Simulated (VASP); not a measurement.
For cubic BP (zinc blende), PBE GGA, VASP's PBE PAW potentials (set 64) in VASP gives ε∞ = 9.20, a static ε₀ = 9.29 and a transverse optical mode at 799 cm⁻¹.

Problem. Estimate the longitudinal optical frequency at Γ.

Solution. By the Lyddane-Sachs-Teller relation, ω_LO = ω_TO √(ε₀/ε∞) = 799 × √(9.29/9.20) = 803 cm⁻¹.

The compound is BP in the zinc blende structure. It was relaxed first.
